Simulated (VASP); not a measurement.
# Sn2Bi2O in VASP: a series of runs, part 2 of 4

VASP 6.6.1. Earlier steps stand in the parts before.

### 3 Relaxation of cell and atoms, PBE

This run uses another cell than the first one, of 29.87 Å³/atom, 1.086 times its volume.

File INCAR:

```
SYSTEM = Sn2Bi2O
PREC = Normal
ENCUT = 520
EDIFF = 1E-4
ISMEAR = 0
SIGMA = 0.15
LREAL = .FALSE.
LASPH = .TRUE.
NELM = 60
ALGO = Fast
ISIF = 3
LWAVE = .FALSE.
LCHARG = .FALSE.
GGA = PE
IBRION = 2
NSW = 24
EDIFFG = -0.08
```

File KPOINTS:

```
regular mesh
0
G
  3 3 3
  0 0 0
```

File POSCAR:

```
Sn2Bi2O
1.0
    5.9723219200      0.0000000000      0.0000000000
   -2.9861609600      5.1721825000      0.0000000000
    0.0000000000      0.0000000000      4.8357018200
Sn Bi O
2 2 1
Direct
    0.0000000000      0.0000000000      0.0000000000
    0.6666666700      0.3333333300      0.0000000000
    0.3333333300      0.6666666700      0.5000000000
    0.3333333300      0.6666666700      0.0000000000
    0.6666666700      0.3333333300      0.5000000000
```

Potentials or basis: VASP PAW PBE potentials, release 64 (Sn_d, Bi_d, O).

On the command line:

```bash
> cat potpaw_PBE.64/Sn_d/POTCAR potpaw_PBE.64/Bi_d/POTCAR potpaw_PBE.64/O/POTCAR > POTCAR
> mpirun -np 1 vasp_std > vasp.out
```

OUTCAR:

```text
SYSTEM = Sn2Bi2O
   PREC = Normal
   ENCUT = 520
   EDIFF = 1E-4
   ISMEAR = 0
   LREAL = .FALSE.
   LASPH = .TRUE.
   NELM = 60
   ISIF = 3
   GGA = PE
   IBRION = 2
   NSW = 24
   EDIFFG = -0.08

 ion  position               nearest neighbor table
   1  0.000  0.000  0.000-   2 3.45   4 3.45   4 3.45   2 3.45   2 3.45   4 3.45
   2  0.667  0.333  0.000-   5 2.42   5 2.42   4 3.45   1 3.45   4 3.45   1 3.45   1 3.45   4 3.45

   3  0.333  0.667  0.500-   4 2.42   4 2.42
   4  0.333  0.667  0.000-   3 2.42   3 2.42   2 3.45   1 3.45   2 3.45   1 3.45   1 3.45   2 3.45

   5  0.667  0.333  0.500-   2 2.42   2 2.42

  LATTYP: Found a hexagonal cell.
 ALAT       =     5.9723219200
 C/A-ratio  =     0.8096853928

  Lattice vectors:

 A1 = (   5.9723219200,   0.0000000000,   0.0000000000)
 A2 = (  -2.9861609600,   5.1721825000,   0.0000000000)
 A3 = (   0.0000000000,   0.0000000000,   4.8357018200)

Analysis of symmetry for initial positions (statically):
=====================================================================
 Subroutine PRICEL returns:
 Original cell was already a primitive cell.

 Routine SETGRP: Setting up the symmetry group for a
 hexagonal supercell.

 Subroutine GETGRP returns: Found 12 space group operations
 (whereof 12 operations were pure point group operations)
 out of a pool of 24 trial point group operations.

The static configuration has the point symmetry D_3h.

Analysis of symmetry for dynamics (positions and initial velocities):
[... 149 lines left out ...]
  energy without entropy =      -14.71511816  energy(sigma->0) =      -14.73825352

 E-fermi :   5.4369     XC(G=0):  -9.2866

 val. band max:        5.4091220499   @ k =   0.0000   0.0000   0.0000
 cond. band min:       5.4425535818   @ k =   0.3333   0.3333   0.0000
 fundamental gap:      0.0334315318
 Fermi energy:         5.4369345950

 k-point     1 :       0.0000    0.0000    0.0000
  band No.  band energies     occupation
      1     -20.6795      2.00000
      2     -19.2302      2.00000
      3     -19.2301      2.00000
      4     -18.3558      2.00000
      5     -18.3558      2.00000
      6     -18.0620      2.00000
[... 345 lines left out ...]
  FREE ENERGIE OF THE ION-ELECTRON SYSTEM (eV)
  ---------------------------------------------------
  free  energy   TOTEN  =       -17.8582312152 eV

  energy  without entropy=      -17.8405178119  energy(sigma->0) =      -17.84937451

[... ionic steps 4 to 7 ...]

--------------------------------------- Ionic step        8  -------------------------------------------

 number of electron      64.0000185 magnetization

------------------------ aborting loop because EDIFF is reached ----------------------------------------
[... 73 lines left out ...]
--------------------------------------- Ionic step       10  -------------------------------------------

 number of electron      64.0000236 magnetization

 Free energy of the ion-electron system (eV)
  ---------------------------------------------------
  ext. energy  EPLUGINS =         0.00000000
  ---------------------------------------------------
  free energy    TOTEN  =       -18.17642786 eV

  energy without entropy =      -18.15774056  energy(sigma->0) =      -18.16708421

 E-fermi :   4.4809     XC(G=0):  -8.9788

 val. band max:        4.3977363629   @ k =   0.3333   0.3333   0.3333
 cond. band min:       4.6570464763   @ k =   0.3333   0.3333   0.3333
 fundamental gap:      0.2593101134
 Fermi energy:         4.4808906034

 k-point     1 :       0.0000    0.0000    0.0000
  band No.  band energies     occupation
      1     -18.6075      2.00000
      2     -18.4980      2.00000
      3     -18.4980      2.00000
      4     -18.4695      2.00000
      5     -18.4695      2.00000
      6     -17.7810      2.00000
[... 267 lines left out ...]
  FREE ENERGIE OF THE ION-ELECTRON SYSTEM (eV)
  ---------------------------------------------------
  free  energy   TOTEN  =       -18.1764278648 eV

  energy  without entropy=      -18.1577405609  energy(sigma->0) =      -18.16708421

 reached required accuracy - stopping structural energy minimisation
```

OSZICAR:

```text
N       E                     dE             d eps       ncg     rms          rms(c)
DAV:   1     0.763906229997E+03    0.76391E+03   -0.32360E+04   462   0.221E+03
DAV:   2     0.997475098251E+02   -0.66416E+03   -0.64943E+03   456   0.604E+02
DAV:   3    -0.112071079400E+02   -0.11095E+03   -0.10575E+03   570   0.229E+02
[... 103 lines left out ...]
RMM:   2    -0.181926592640E+02    0.18983E-01   -0.77438E-02   487   0.254E+00    0.867E-01
RMM:   3    -0.181826416457E+02    0.10018E-01   -0.19726E-02   490   0.856E-01    0.527E-01
RMM:   4    -0.181765005092E+02    0.61411E-02   -0.11473E-02   503   0.993E-01    0.101E-01
RMM:   5    -0.181764519833E+02    0.48526E-04   -0.27157E-03   510   0.292E-01    0.564E-02
RMM:   6    -0.181764278648E+02    0.24119E-04   -0.50771E-04   426   0.176E-01
  10 F= -.18176428E+02 E0= -.18167084E+02  d E =-.126012E-01
```

CONTCAR:

```text
Sn2Bi2O
   1.00000000000000
     5.5735015323412913    0.0000000000000000    0.0000000000000000
    -2.7867507661706457    4.8267939131918167   -0.0000000000000000
     0.0000000000000000   -0.0000000000000000    5.9286011267772274
  Sn              Bi              O
     2     2     1
Direct
     0.0000000000000000    0.0000000000000000    0.0000000000000000
     0.6666666699999979    0.3333333300000021    0.0000000000000000
     0.3333333300000021    0.6666666699999979    0.5000000000000000
     0.3333333300000021    0.6666666699999979    0.0000000000000000
     0.6666666699999979    0.3333333300000021    0.5000000000000000

  0.00000000E+00  0.00000000E+00  0.00000000E+00
  0.00000000E+00  0.00000000E+00  0.00000000E+00
  0.00000000E+00  0.00000000E+00  0.00000000E+00
  0.00000000E+00  0.00000000E+00  0.00000000E+00
  0.00000000E+00  0.00000000E+00  0.00000000E+00
```

It took 3.1 min on 1 thread of Intel Xeon Platinum 8259CL at 2.50GHz (Skylake/Cascade Lake), shared host; peak memory 0.21 GiB.

What came out:

```yaml
Free_energy: -18.1764 eV
Relaxed_volume: 31.90 Å³/atom
Relaxed_cell: a = 5.574 Å, b = 5.574 Å, c = 5.929 Å, α = 90.00°, β = 90.00°, γ = 120.00°
Space_group_after_relaxing_to_0.05_Å: P-6m2 (No. 187)
Energy_gained_by_relaxing: 683.0 meV/atom
Ionic_steps: 10
Pressure_after_relaxing: 0.2 GPa
Band_gap_on_the_k_mesh: none (metal or under the smearing width)
```

The path:
```csv
step,energy change (eV),largest force (eV/Å),pressure (GPa),volume (Å³)
1,0.0000,0.0000,8.42,149.37
2,-3.0642,0.0000,-4.13,182.48
3,-3.0968,0.0000,-3.46,179.47
4,-3.0977,0.0000,-3.25,178.75
5,-3.4011,0.0000,-1.07,163.77
6,-3.4028,0.0000,-1.01,162.63
7,-3.3943,0.0000,-0.30,160.34
8,-3.4024,0.0000,-0.72,162.20
9,-3.4133,0.0000,0.40,158.51
10,-3.4150,0.0000,0.21,159.49
```

Final structure:
```
Sn Bi O
1.0
     5.57350    0.00000    0.00000
    -2.78675    4.82679    0.00000
     0.00000    0.00000    5.92860
Sn Bi O
2 2 1
Cartesian
  0.0000 0.0000 0.0000
  2.7868 1.6089 0.0000
  0.0000 3.2179 2.9643
  0.0000 3.2179 0.0000
  2.7868 1.6089 2.9643
```

Levels at points of the mesh, in eV from the Fermi level:
```csv
k point,band 28,band 29,band 30,band 31,band 32,band 33,band 34,band 35,band 36,band 37
"(0.00, 0.00, 0.00)",-2.61,-1.59,-1.59,-1.44,-0.64,-0.64,1.19,1.36,1.36,4.36
```

Caveat: the k mesh is coarse (spacing up to 0.43 Å⁻¹), so the values aren't converged; spin-orbit coupling is left out, which moves the levels of the heavy elements; the relaxation stopped at a loose force limit of 0.08 eV/Å, so its end isn't a converged minimum.

(Part 2 of 4 ends here.)
